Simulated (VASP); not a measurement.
An input for Quantum ESPRESSO's pw.x (written as the equivalent of a VASP run, and not itself run):

```
&CONTROL
  calculation = 'scf'
  pseudo_dir = './pseudo'
  outdir = './out'
  tprnfor = .true.
  tstress = .true.
/
&SYSTEM
  ibrav = 0
  nat = 4
  ntyp = 2
  ecutwfc = 80
  occupations = 'tetrahedra'
  input_dft = 'pbesol'
/
&ELECTRONS
  conv_thr = 7.3e-09
  electron_maxstep = 100
/
ATOMIC_SPECIES
  Ta 180.948 Ta.upf
  Mo 95.950 Mo.upf
CELL_PARAMETERS angstrom
    -3.1648209    3.1440904    3.1648209
     3.1440904   -3.1648209    3.1648209
     1.5927757    1.5927757   -1.5927757
ATOMIC_POSITIONS crystal
  Ta   0.0000000  0.0000000  0.0000000
  Mo   0.0000000  0.5000000  0.0000000
  Mo   0.5000000  0.0000000  0.0000000
  Mo   0.5000000  0.5000000  0.0000000
K_POINTS automatic
  8 8 15 0 0 0
```

Q: Translate this input to VASP (INCAR, KPOINTS, POSCAR, choice of POTCAR).

A: This is not unique; one that fits is 
### INCAR
```
ENCUT = 400   # plane-wave cut-off (eV)
NELM = 100
LCHARG = T
LREAL = F   # projection in real space or not
EDIFF = 1E-7   # SCF stop (eV)
LWAVE = F
ISIF = 2   # forces and stress, cell fixed
LASPH = T
PREC = Accurate
GGA = PS   # PBEsol
LEFG = T
LMAXMIX = 6   # l cut-off of mixed one-centre charges
NEDOS = 601   # DOS grid
SYSTEM = Mo3Ta
LORBIT = 11   # lm-projected
ALGO = Normal   # blocked Davidson
ISMEAR = -5
```

### POSCAR
```
Mo3Ta
1.0
 -3.1648208944   3.1440904060   3.1648208944
  3.1440904060  -3.1648208944   3.1648208944
  1.5927756914   1.5927756914  -1.5927756914
Ta Mo
1 3
direct
  0.0000000000   0.0000000000   0.0000000000
  0.0000000000   0.5000000000   0.0000000000
  0.5000000000   0.0000000000   0.0000000000
  0.5000000000   0.5000000000   0.0000000000
```

File KPOINTS:
```
Automatic mesh
0
Gamma
8 8 15
0 0 0
```

POTCAR, in this order: Ta_pv Mo_sv (PBE.64 set). Program: vasp_std.

The two are equivalent in intent, not identical: the potentials are each code's own (VASP's PAW set, PseudoDojo norm-conserving files in pw.x), so ENCUT and ecutwfc are chosen apart and not converted; conv_thr bounds pw.x's estimated SCF error, while EDIFF bounds the energy change between steps; the field gradients of LEFG aren't asked of the other code.

The structure was generated: Mo3Ta was put into an ordered model structure (R-3m), which need not be its known phase. It was relaxed first.
